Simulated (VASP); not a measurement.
Level of theory: PBEsol GGA, VASP's PBE PAW potentials (set 64) (plane waves; VASP).

The input files of a VASP run:

File POSCAR:
```
H4BrN
1
    4.0001000000     0.0000000000     0.0000000000
    0.0000000000     4.0001000000     0.0000000000
    0.0000000000     0.0000000000     4.0001000000
H Br N
4 1 1
Direct
  0.1492100000   0.1492100000   0.8507900000
  0.1492100000   0.8507900000   0.1492100000
  0.8507900000   0.8507900000   0.8507900000
  0.8507900000   0.1492100000   0.1492100000
  0.5000000000   0.5000000000   0.5000000000
  0.0000000000   0.0000000000   0.0000000000
```

### INCAR
```
# general
SYSTEM  = H4BrN
PREC    = Accurate
ENCUT   = 400
LREAL   = .FALSE.
LASPH   = .TRUE.

# electronic loop
EDIFF   = 1E-6
NELM    = 100
ALGO    = Normal
LMAXMIX = 4

# smearing
ISMEAR  = 0
SIGMA   = 0.01

# functional
GGA     = PS

# ions
ISIF    = 2

# output
LWAVE   = .FALSE.
LCHARG  = .FALSE.
```

KPOINTS:
```
Regular mesh
0
Gamma
 4 4 4
```

POTCAR, in this order: H Br N (PBE.64 set). Program: vasp_std.

Output

**OSZICAR**
```
       N       E                     dE             d eps       ncg     rms          rms(c)
DAV:   1     0.482093770878E+02    0.48209E+02   -0.59855E+03   248   0.922E+02
DAV:   2    -0.246282873060E+02   -0.72838E+02   -0.69101E+02   328   0.179E+02
DAV:   3    -0.286878854319E+02   -0.40596E+01   -0.40476E+01   304   0.476E+01
DAV:   4    -0.287235233346E+02   -0.35638E-01   -0.35623E-01   280   0.509E+00
DAV:   5    -0.287239824913E+02   -0.45916E-03   -0.45910E-03   304   0.530E-01    0.825E+00
DAV:   6    -0.271796208377E+02    0.15444E+01   -0.36207E+00   284   0.149E+01    0.407E+00
DAV:   7    -0.271048576556E+02    0.74763E-01   -0.33686E-01   292   0.461E+00    0.253E+00
DAV:   8    -0.270952919079E+02    0.95657E-02   -0.57075E-02   268   0.186E+00    0.287E-01
DAV:   9    -0.270944201950E+02    0.87171E-03   -0.60676E-03   300   0.663E-01    0.114E-01
DAV:  10    -0.270950560800E+02   -0.63588E-03   -0.12013E-03   264   0.293E-01    0.622E-02
DAV:  11    -0.270950646882E+02   -0.86082E-05   -0.35677E-05   304   0.501E-02    0.474E-02
DAV:  12    -0.270951005316E+02   -0.35843E-04   -0.14008E-04   276   0.845E-02    0.149E-02
DAV:  13    -0.270950976329E+02    0.28987E-05   -0.78851E-06   280   0.225E-02    0.568E-03
DAV:  14    -0.270950977470E+02   -0.11406E-06   -0.25750E-07   176   0.484E-03
   1 F= -.27095098E+02 E0= -.27095098E+02  d E =-.242480E-12
```

**OUTCAR**
```
------------------------ aborting loop because EDIFF is reached ----------------------------------------
  FORCE on cell =-STRESS in cart. coord.  units (eV):
  Direction    XX          YY          ZZ          XY          YZ          ZX
  --------------------------------------------------------------------------------------
  Total       -0.2271521     -0.2271521     -0.2271521     -0.0000000     -0.0000000      0.0000000
  in kB       -5.6861041     -5.6861041     -5.6861041     -0.0000000     -0.0000000      0.0000000
  external PRESSURE =      -5.6861041 kB  Pullay stress =       0.0000000 kB
  volume of cell :       64.00
      direct lattice vectors                 reciprocal lattice vectors
     4.000100000  0.000000000  0.000000000     0.249993750  0.000000000  0.000000000
     0.000000000  4.000100000  0.000000000     0.000000000  0.249993750  0.000000000
     0.000000000  0.000000000  4.000100000     0.000000000  0.000000000  0.249993750
 POSITION                                       TOTAL-FORCE (eV/Angst)
 -----------------------------------------------------------------------------------
      0.59685      0.59685      3.40325         0.332516      0.332516     -0.332516
      0.59685      3.40325      0.59685         0.332516     -0.332516      0.332516
      3.40325      3.40325      3.40325        -0.332516     -0.332516     -0.332516
      3.40325      0.59685      0.59685        -0.332516      0.332516      0.332516
      2.00005      2.00005      2.00005         0.000000     -0.000000     -0.000000
      0.00000      0.00000      0.00000         0.000000     -0.000000     -0.000000
 -----------------------------------------------------------------------------------
    total drift:                               -0.000000     -0.000000     -0.000000
  FREE ENERGIE OF THE ION-ELECTRON SYSTEM (eV)
  ---------------------------------------------------
  free  energy   TOTEN  =       -27.0950977470 eV

  energy  without entropy=      -27.0950977470  energy(sigma->0) =      -27.09509775
```
(Selected blocks of OUTCAR.)

At this cut-off the stress carries a Pulay error, which pulls relaxed volumes low.

The structure comes from a computed database's H4BrN entry (P-43m); how it stands against other phases isn't given here. The cell was not relaxed at this level.
